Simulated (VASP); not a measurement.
Output of a VASP run:

File OSZICAR:
```
       N       E                     dE             d eps       ncg     rms          rms(c)
DAV:   1     0.261796724442E+00    0.26180E+00   -0.72167E+02  1050   0.429E+02
DAV:   2    -0.192981291809E+01   -0.21916E+01   -0.20645E+01  1360   0.568E+01
DAV:   3    -0.204054396334E+01   -0.11073E+00   -0.11037E+00  1340   0.917E+00
DAV:   4    -0.204344222480E+01   -0.28983E-02   -0.28866E-02  1370   0.142E+00
DAV:   5    -0.204348256643E+01   -0.40342E-04   -0.40342E-04  1335   0.129E-01    0.190E-01
DAV:   6    -0.204270016418E+01    0.78240E-03   -0.42834E-04  1745   0.132E-01    0.112E-01
DAV:   7    -0.204235632397E+01    0.34384E-03   -0.10378E-03  1880   0.206E-01    0.325E-02
DAV:   8    -0.204235864372E+01   -0.23197E-05   -0.29533E-05  1175   0.614E-02    0.180E-03
DAV:   9    -0.204235896160E+01   -0.31789E-06   -0.16787E-06  1240   0.166E-02    0.898E-04
DAV:  10    -0.204235904796E+01   -0.86360E-07   -0.16565E-07  1490   0.338E-03    0.176E-03
DAV:  11    -0.204235899679E+01    0.51172E-07   -0.57803E-08  1580   0.190E-03    0.537E-05
DAV:  12    -0.204235899650E+01    0.28729E-09   -0.17295E-09   570   0.480E-04
   1 F= -.20423590E+01 E0= -.20420700E+01  d E =-.204236E+01
```

### OUTCAR
```
------------------------ aborting loop because EDIFF is reached ----------------------------------------
  FORCE on cell =-STRESS in cart. coord.  units (eV):
  Direction    XX          YY          ZZ          XY          YZ          ZX
  --------------------------------------------------------------------------------------
  Total        0.0045400      0.0045400      0.0045400     -0.0000000      0.0000000      0.0000000
  in kB        0.3857991      0.3857991      0.3857991     -0.0000000      0.0000000      0.0000000
  external PRESSURE =       0.3857991 kB  Pullay stress =       0.0000000 kB
  volume of cell :       18.85
      direct lattice vectors                 reciprocal lattice vectors
    -1.676674030  1.676674030  1.676674030     0.000000000  0.298209426  0.298209426
     1.676674030 -1.676674030  1.676674030     0.298209426  0.000000000  0.298209426
     1.676674030  1.676674030 -1.676674030     0.298209426  0.298209426  0.000000000
 POSITION                                       TOTAL-FORCE (eV/Angst)
 -----------------------------------------------------------------------------------
      0.00000      0.00000      0.00000         0.000000      0.000000      0.000000
 -----------------------------------------------------------------------------------
    total drift:                               -0.000000     -0.000000      0.000000
  FREE ENERGIE OF THE ION-ELECTRON SYSTEM (eV)
  ---------------------------------------------------
  free  energy   TOTEN  =        -2.0423589965 eV

  energy  without entropy=       -2.0414920392  energy(sigma->0) =       -2.04207001

 reached required accuracy - stopping structural energy minimisation
```
(Selected blocks of OUTCAR.)

**POSCAR**
```
Li
1
   -1.6766740298     1.6766740298     1.6766740298
    1.6766740298    -1.6766740298     1.6766740298
    1.6766740298     1.6766740298    -1.6766740298
Li
1
Direct
  0.0000000000   0.0000000000   0.0000000000
```

Q: Reconstruct the remaining input files.

A: Several could match; the one computed here: the input of the run itself, LDA (Ceperley-Alder, Perdew-Zunger), plane waves, VASP's LDA PAW potentials (set 64).

INCAR:
```
ENCUT = 520
ALGO = Normal   # blocked Davidson
PREC = Accurate
NELM = 100   # most electronic steps
LASPH = .TRUE.
ISMEAR = 1   # Methfessel-Paxton
IBRION = 1
EDIFF = 1E-8   # SCF stop (eV)
ISIF = 2   # forces and stress, cell fixed
SIGMA = 0.1   # width (eV)
NSW = 30   # most ionic steps
EDIFFG = -0.001   # ionic stop
LWAVE = .FALSE.
SYSTEM = Li
LREAL = .FALSE.   # projection in real space or not
LCHARG = .FALSE.
```

File KPOINTS:
```
Automatic mesh
0
Gamma
14 14 14
0 0 0
```

POTCAR, in this order: Li_sv (LDA.64 set). Program: vasp_std.

The compound is Li in the bcc structure. It was relaxed first, which changed the volume by -11 %. The start is the result of an earlier pass.
